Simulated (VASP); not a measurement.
An input for Ansatz (written as the equivalent of a VASP run, and not itself run):

Ansatz 0.2 input:
```yaml
crystal:
  lattice:
    - [1.7646000, -3.0563770, 0.0000000]
    - [1.7646000, 3.0563770, 0.0000000]
    - [0.0000000, 0.0000000, 5.6304000]
  atoms:
    - { symbol: Tl, position: [0.3333330, 0.6666670, 0.2500000] }
    - { symbol: Tl, position: [0.6666670, 0.3333330, 0.7500000] }
kpoints:
  mp_grid: { grid: [9, 9, 5] }
hamiltonian:
  xc: pbe
  pseudopotentials: { kind: paw }
scf:
  occupations: { method: methfessel_paxton, width: 0.1 }
  max_iter: 100
output: { forces: true, stress: true, eigenvalues: true }
```

Task: Translate this input to VASP (INCAR, KPOINTS, POSCAR, choice of POTCAR).

Result: One answer among several that fit: 
**KPOINTS**
```
Automatic mesh
0
Gamma
9 9 5
0 0 0
```

### POSCAR
```
Tl
1
    1.7646000000    -3.0563770000     0.0000000000
    1.7646000000     3.0563770000     0.0000000000
    0.0000000000     0.0000000000     5.6304000000
Tl
2
Direct
  0.3333330000   0.6666670000   0.2500000000
  0.6666670000   0.3333330000   0.7500000000
```

### INCAR
```
SYSTEM = Tl
PREC = Accurate
ENCUT = 400
EDIFF = 1E-6
NELM = 100
ALGO = Normal
LREAL = .FALSE.
LASPH = .TRUE.
ISMEAR = 1
SIGMA = 0.1
GGA = PE
LMAXMIX = 4
LWAVE = .FALSE.
LCHARG = .FALSE.
ISIF = 2
```

POTCAR, in this order: Tl_d (PBE.64 set). Program: vasp_std.

Limits of the translation: each code has its own PAW files, so the cut-off isn't converted (ENCUT is set for VASP's; basis.ecutwfc is left out, and Ansatz then takes the one that its files recommend); Ansatz stops its SCF on the density residual and VASP on the energy change (EDIFF).

The compound is Tl in the hcp structure. The cell was not relaxed at this level.
